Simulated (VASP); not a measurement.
Output of a VASP run:

### OSZICAR
```
       N       E                     dE             d eps       ncg     rms          rms(c)
DAV:   1     0.366059950490E+02    0.36606E+02   -0.29037E+03  7380   0.710E+02
DAV:   2    -0.586560771076E+01   -0.42472E+02   -0.40938E+02  9590   0.136E+02
DAV:   3    -0.831445688843E+01   -0.24488E+01   -0.23857E+01  9288   0.350E+01
DAV:   4    -0.834275657659E+01   -0.28300E-01   -0.28221E-01  8534   0.423E+00
DAV:   5    -0.834313807765E+01   -0.38150E-03   -0.38148E-03  8426   0.564E-01    0.372E+00
DAV:   6    -0.833720814269E+01    0.59299E-02   -0.42555E-03  8300   0.520E-01    0.227E+00
DAV:   7    -0.833475559366E+01    0.24525E-02   -0.37328E-03  8130   0.471E-01    0.134E+00
DAV:   8    -0.833481294412E+01   -0.57350E-04   -0.16404E-03  8042   0.320E-01    0.544E-02
DAV:   9    -0.833487286878E+01   -0.59925E-04   -0.14530E-04  7606   0.866E-02    0.171E-02
DAV:  10    -0.833489068023E+01   -0.17811E-04   -0.29228E-05  8162   0.407E-02    0.974E-03
DAV:  11    -0.833489032115E+01    0.35907E-06   -0.29583E-06  8242   0.128E-02
   1 F= -.83348903E+01 E0= -.83348721E+01  d E =-.547918E-04  mag=     0.0000    -0.0000     0.0000
```

### OUTCAR
```
------------------------ aborting loop because EDIFF is reached ----------------------------------------
  FORCE on cell =-STRESS in cart. coord.  units (eV):
  Direction    XX          YY          ZZ          XY          YZ          ZX
  --------------------------------------------------------------------------------------
  Total        1.8725631      1.7634625      1.6211919      0.0000000      0.0000000     -0.2385686
  in kB       50.2981235     47.3676191     43.5461494      0.0000000      0.0000000     -6.4080913
  external PRESSURE =      47.0706307 kB  Pullay stress =       0.0000000 kB
  volume of cell :       59.65
      direct lattice vectors                 reciprocal lattice vectors
     3.898366000 -2.133727000  0.000000000     0.128258865 -0.234331758 -0.098098822
     3.898366000  2.133727000  0.000000000     0.128258865  0.234331758 -0.098098822
     2.742333000  0.000000000  3.585451000     0.000000000  0.000000000  0.278904941
 POSITION                                       TOTAL-FORCE (eV/Angst)
 -----------------------------------------------------------------------------------
      2.46087      0.00000      0.83720         0.722368      0.000000      0.098371
      8.15245      0.00000      2.74825        -0.722368      0.000000     -0.098371
 -----------------------------------------------------------------------------------
    total drift:                                0.000000      0.000000     -0.000000
  FREE ENERGIE OF THE ION-ELECTRON SYSTEM (eV)
  ---------------------------------------------------
  free  energy   TOTEN  =        -8.3348903212 eV

  energy  without entropy=       -8.3348355294  energy(sigma->0) =       -8.33487206

 Ion:    1  E_soc:     -0.1354715

 Ion:    2  E_soc:     -0.1354715
```
(Selected blocks of OUTCAR.)

**POSCAR**
```
Sb
1
    3.8983660000    -2.1337270000     0.0000000000
    3.8983660000     2.1337270000     0.0000000000
    2.7423330000     0.0000000000     3.5854510000
Sb
2
Direct
  0.2335000000   0.2335000000   0.2335000000
  0.7760240000   0.7760240000   0.7665000000
```

Task: Reconstruct the remaining input files.

Result: This is not unique; one that fits is the input of the run itself, PBE GGA with spin-orbit coupling, plane waves, VASP's PBE PAW potentials (set 64).

**KPOINTS**
```
Regular mesh
0
Gamma
9 9 9
```

### INCAR
```
SYSTEM = Sb
PREC = Accurate; ENCUT = 400; LREAL = F
LASPH = T
EDIFF = 1E-6; NELM = 100; ALGO = Normal
LMAXMIX = 4
ISMEAR = 1; SIGMA = 0.1
GGA = PE; GGA_COMPAT = F
MAGMOM = 6*0; LSORBIT = T
ISIF = 2
LWAVE = F; LCHARG = F
```

POTCAR, in this order: Sb (PBE.64 set). Program: vasp_ncl.

The compound is Sb in the a7 structure. The cell was not relaxed at this level. The run is one of a series of settings (GGA_COMPAT = .FALSE., LSORBIT = .TRUE., MAGMOM = 0 0 0 0 0 0, program vasp_ncl against the base run), some of them coarse on purpose.
